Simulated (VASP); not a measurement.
Method: r2SCAN meta-GGA, VASP's PBE PAW potentials (set 64) (plane waves; VASP).

Input for VASP

### POSCAR
```
CoSn
1
    2.6223078008    -4.5419702400     0.0000000000
    2.6223078008     4.5419702400     0.0000000000
    0.0000000000     0.0000000000     4.1837308395
Co Sn
3 3
Direct
  0.5000000000   0.0000000000   0.0000000000
  0.5000000000   0.5000000000   0.0000000000
  0.0000000000   0.5000000000   0.0000000000
  0.0000000000   0.0000000000   0.0000000000
  0.3333330000   0.6666670000   0.5000000000
  0.6666670000   0.3333330000   0.5000000000
```

KPOINTS_OPT:
```
k-points along high-symmetry lines
6
Line-mode
Reciprocal
  0.000000   0.000000   0.000000 ! GAMMA
  0.000000   0.500000   0.000000 ! M

  0.000000   0.500000   0.000000 ! M
 -0.333333   0.666667   0.000000 ! K

 -0.333333   0.666667   0.000000 ! K
  0.000000   0.000000   0.000000 ! GAMMA

  0.000000   0.000000   0.000000 ! GAMMA
  0.000000   0.000000   0.500000 ! A

  0.000000   0.000000   0.500000 ! A
  0.000000   0.500000   0.500000 ! L

  0.000000   0.500000   0.500000 ! L
 -0.333333   0.666667   0.500000 ! H

 -0.333333   0.666667   0.500000 ! H
  0.000000   0.000000   0.500000 ! A

  0.000000   0.500000   0.500000 ! L
  0.000000   0.500000   0.000000 ! M

 -0.333333   0.666667   0.500000 ! H
 -0.333333   0.666667   0.000000 ! K
```

INCAR:
```
LMAXMIX=4   # l cut-off of mixed one-centre charges
LWAVE=F
ISIF=2   # forces and stress, cell fixed
ALGO=Normal
LASPH=T   # aspherical one-centre terms
NEDOS=601   # DOS grid
LORBIT=11   # lm-projected
NELM=100   # most electronic steps
LMIXTAU=T
ENCUT=400
SYSTEM=CoSn
ISMEAR=-5   # tetrahedra, Bloechl
LCHARG=F
METAGGA=R2SCAN
LREAL=F   # projection in real space or not
EDIFF=1E-7
LEFG=T
PREC=Accurate
```

File KPOINTS:
```
Regular mesh
0
gamma
 8 8 8
```

POTCAR, in this order: Co Sn_d (PBE.64 set). Program: vasp_std.

The run wrote:

### OSZICAR
```
       N       E                     dE             d eps       ncg     rms          rms(c)
DAV:   1     0.573123164395E+03    0.57312E+03   -0.28004E+04  4157   0.236E+03
DAV:   2    -0.253935466477E+02   -0.59852E+03   -0.58523E+03  4100   0.603E+02
DAV:   3    -0.122257859380E+03   -0.96864E+02   -0.94846E+02  4226   0.229E+02
DAV:   4    -0.126932447558E+03   -0.46746E+01   -0.46396E+01  4793   0.571E+01
DAV:   5    -0.127095671644E+03   -0.16322E+00   -0.16310E+00  5852   0.951E+00    0.180E+01
DAV:   6    -0.121294489326E+03    0.58012E+01   -0.66744E+01  4523   0.864E+01    0.214E+01
DAV:   7    -0.113644425483E+03    0.76501E+01   -0.26741E+01  4717   0.499E+01    0.536E+00
DAV:   8    -0.112990606342E+03    0.65382E+00   -0.34468E+00  5013   0.114E+01    0.335E+00
DAV:   9    -0.113656382192E+03   -0.66578E+00   -0.98878E-01  4406   0.920E+00    0.127E+00
DAV:  10    -0.113657001854E+03   -0.61966E-03   -0.55340E-02  5307   0.215E+00    0.767E-01
DAV:  11    -0.113630444504E+03    0.26557E-01   -0.33331E-02  4345   0.179E+00    0.226E-01
DAV:  12    -0.113652519999E+03   -0.22075E-01   -0.23690E-02  4161   0.119E+00    0.117E-01
DAV:  13    -0.113654424310E+03   -0.19043E-02   -0.39976E-03  4203   0.496E-01    0.585E-02
DAV:  14    -0.113654663322E+03   -0.23901E-03   -0.69776E-04  4466   0.143E-01    0.444E-02
DAV:  15    -0.113654843841E+03   -0.18052E-03   -0.12072E-04  4599   0.795E-02    0.135E-02
DAV:  16    -0.113654784850E+03    0.58991E-04   -0.29448E-05  4618   0.419E-02    0.572E-03
DAV:  17    -0.113654832911E+03   -0.48061E-04   -0.62783E-06  4255   0.223E-02    0.461E-03
DAV:  18    -0.113654813123E+03    0.19788E-04   -0.17098E-06  4421   0.110E-02    0.698E-04
DAV:  19    -0.113654836675E+03   -0.23553E-04   -0.12994E-06  4190   0.108E-02    0.885E-04
DAV:  20    -0.113654828736E+03    0.79391E-05   -0.13032E-07  2976   0.363E-03    0.472E-04
DAV:  21    -0.113654830524E+03   -0.17882E-05   -0.33755E-08  2237   0.151E-03    0.174E-04
DAV:  22    -0.113654829804E+03    0.72076E-06   -0.71647E-09  2139   0.722E-04    0.868E-05
DAV:  23    -0.113654829630E+03    0.17405E-06   -0.36366E-09  2111   0.497E-04    0.440E-05
DAV:  24    -0.113654829656E+03   -0.26055E-07   -0.18683E-09  2108   0.390E-04
   1 F= -.11365483E+03 E0= -.11365483E+03  d E =0.000000E+00
       N       E                     dE             ncg
       N       E                     dE             ncg
```

OUTCAR:
```
------------------------ aborting loop because EDIFF is reached ----------------------------------------
  FORCE on cell =-STRESS in cart. coord.  units (eV):
  Direction    XX          YY          ZZ          XY          YZ          ZX
  --------------------------------------------------------------------------------------
  Total       -0.0487435     -0.0487435      0.0941278      0.0000000     -0.0000000      0.0000000
  in kB       -0.7836196     -0.7836195      1.5132362      0.0000000     -0.0000000      0.0000000
  external PRESSURE =      -0.0180010 kB  Pullay stress =       0.0000000 kB
  volume of cell :       99.66
      direct lattice vectors                 reciprocal lattice vectors
     2.622307801 -4.541970240  0.000000000     0.190671743 -0.110084385  0.000000000
     2.622307801  4.541970240  0.000000000     0.190671743  0.110084385  0.000000000
     0.000000000  0.000000000  4.183730839     0.000000000  0.000000000  0.239021113
 POSITION                                       TOTAL-FORCE (eV/Angst)
 -----------------------------------------------------------------------------------
      1.31115     -2.27099      0.00000         0.000000      0.000000      0.000000
      2.62231      0.00000      0.00000         0.000000      0.000000      0.000000
      1.31115      2.27099      0.00000         0.000000      0.000000      0.000000
      0.00000      0.00000      0.00000         0.000000      0.000000      0.000000
      2.62231      1.51399      2.09187        -0.000000      0.000000      0.000000
      2.62231     -1.51399      2.09187         0.000000     -0.000000      0.000000
 -----------------------------------------------------------------------------------
    total drift:                                0.000000      0.000000      0.000000
  FREE ENERGIE OF THE ION-ELECTRON SYSTEM (eV)
  ---------------------------------------------------
  free  energy   TOTEN  =      -113.6548296556 eV

  energy  without entropy=     -113.6548296556  energy(sigma->0) =     -113.65482966

 total charge

# of ion       s       p       d       tot
------------------------------------------
    1        0.423   0.507   7.481   8.411
    2        0.423   0.507   7.481   8.411
    3        0.423   0.507   7.481   8.411
    4        1.134   1.165  10.045  12.344
    5        1.098   1.330  10.077  12.505
    6        1.098   1.330  10.077  12.505
--------------------------------------------------
tot          4.600   5.345  52.641  62.586

 Electric field gradients after diagonalization (V/A^2)
 (convention: |V_zz| > |V_xx| > |V_yy|)
----------------------------------------------------------------------
 ion       V_xx      V_yy      V_zz     asymmetry (V_yy - V_xx)/ V_zz
----------------------------------------------------------------------
   1     -21.741    -1.223    22.964       0.894
   2     -21.737    -1.229    22.966       0.893
   3     -21.741    -1.223    22.964       0.894
   4    -230.751  -230.750   461.502       0.000
   5     110.732   110.729  -221.460       0.000
   6     110.732   110.729  -221.460       0.000
```
(Selected blocks of OUTCAR.)

For a metal the tetrahedron method with Blöchl corrections gives inexact stress and forces.

The compound is CoSn in the sg191 structure. It was relaxed first. The run is not spin-polarised, so no magnetic state was tried. The electron count is odd and the run is not spin-polarised, which forces a metal.
